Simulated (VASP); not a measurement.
VASP input:

POSCAR:
```
HfN
1.0
  0.0000000000   2.2600000000   2.2600000000
  2.2600000000   0.0000000000   2.2600000000
  2.2600000000   2.2600000000   0.0000000000
Hf N
1 1
Cart
  0.0000000000   0.0000000000   0.0000000000
  2.2600000000   2.2600000000   2.2600000000
```

**KPOINTS**
```
Automatic mesh
0
gamma
  13 13 13
```

### INCAR
```
SYSTEM = HfN
PREC = Accurate; ENCUT = 520; LREAL = .False.
LASPH = .True.
EDIFF = 1E-6; NELM = 100; ALGO = Normal
LMAXMIX = 6
ISMEAR = 1; SIGMA = 0.1
GGA = RP
IBRION = 2; NSW = 60; ISIF = 3
EDIFFG = -0.01
LWAVE = .False.; LCHARG = .False.
```

POTCAR, in this order: Hf_pv N (PBE.64 set). Program: vasp_std.

Write an equivalent input for Quantum ESPRESSO's pw.x.

One equivalent input (not run):
```
&CONTROL
  calculation = 'vc-relax'
  pseudo_dir = './pseudo'
  outdir = './out'
  tprnfor = .true.
  tstress = .true.
  nstep = 60
  forc_conv_thr = 0.00039
/
&SYSTEM
  ibrav = 0
  nat = 2
  ntyp = 2
  ecutwfc = 84
  occupations = 'smearing'
  smearing = 'methfessel-paxton'
  degauss = 0.00735
  input_dft = 'rpbe'
/
&ELECTRONS
  conv_thr = 7.3e-08
  electron_maxstep = 100
/
&IONS
/
&CELL
/
ATOMIC_SPECIES
  Hf 178.490 Hf.upf
  N 14.007 N.upf
CELL_PARAMETERS angstrom
     0.0000000    2.2600000    2.2600000
     2.2600000    0.0000000    2.2600000
     2.2600000    2.2600000    0.0000000
ATOMIC_POSITIONS crystal
  Hf   0.0000000  0.0000000  0.0000000
  N    0.5000000  0.5000000  0.5000000
K_POINTS automatic
  13 13 13 0 0 0
```
What does not carry over: the potentials are each code's own (VASP's PAW set, PseudoDojo norm-conserving files in pw.x), so ENCUT and ecutwfc are chosen apart and not converted; conv_thr bounds pw.x's estimated SCF error, while EDIFF bounds the energy change between steps; forc_conv_thr acts on force components and is met together with etot_conv_thr.

The compound is HfN in the rock salt structure. This run relaxes it. Symmetry was kept, so distortions that lower it aren't found.
